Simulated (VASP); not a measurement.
The input files of a VASP run:

File KPOINTS:
```
Automatic mesh
0
Gamma
11 11 11
0 0 0
```

**POSCAR**
```
SiC
1.0
  0.0000000000   2.1578639159   2.1578639159
  2.1578639159   0.0000000000   2.1578639159
  2.1578639159   2.1578639159   0.0000000000
Si C
1 1
Cartesian
  0.0000000000   0.0000000000   0.0000000000
  1.0789319580   1.0789319580   1.0789319580
```

### INCAR
```
! general
SYSTEM  = SiC
PREC    = Accurate
ENCUT   = 620
LREAL   = .FALSE.
LASPH   = .TRUE.

! electronic loop
EDIFF   = 1E-6
NELM    = 100
ALGO    = Normal

! smearing
ISMEAR  = 0
SIGMA   = 0.05

! functional
GGA     = PE

! ions
IBRION  = 2
NSW     = 40
ISIF    = 3
EDIFFG  = -0.02
PSTRESS = 100

! output
LWAVE   = .FALSE.
LCHARG  = .FALSE.
```

POTCAR, in this order: Si C (PBE.64 set). Program: vasp_std.

### Question
Write an equivalent input for Quantum ESPRESSO's pw.x.

### Answer
One equivalent input (not run):
```
&CONTROL
  calculation = 'vc-relax'
  pseudo_dir = './pseudo'
  outdir = './out'
  tprnfor = .true.
  tstress = .true.
  nstep = 40
  forc_conv_thr = 0.00078
/
&SYSTEM
  ibrav = 0
  nat = 2
  ntyp = 2
  ecutwfc = 82
  occupations = 'smearing'
  smearing = 'gaussian'
  degauss = 0.003675
  input_dft = 'pbe'
/
&ELECTRONS
  conv_thr = 7.3e-08
  electron_maxstep = 100
/
&IONS
/
&CELL
  press = 100
/
ATOMIC_SPECIES
  Si 28.085 Si.upf
  C 12.011 C.upf
CELL_PARAMETERS angstrom
     0.0000000    2.1578639    2.1578639
     2.1578639   -0.0000000    2.1578639
     2.1578639    2.1578639   -0.0000000
ATOMIC_POSITIONS crystal
  Si   0.0000000  0.0000000  0.0000000
  C    0.2500000  0.2500000  0.2500000
K_POINTS automatic
  11 11 11 0 0 0
```
Limits of the translation: the potentials are each code's own (VASP's PAW set, PseudoDojo norm-conserving files in pw.x), so ENCUT and ecutwfc are chosen apart and not converted; conv_thr bounds pw.x's estimated SCF error, while EDIFF bounds the energy change between steps; forc_conv_thr acts on force components and is met together with etot_conv_thr.

The compound is SiC in the zinc blende structure. It was relaxed first under an external pressure of 10 GPa.
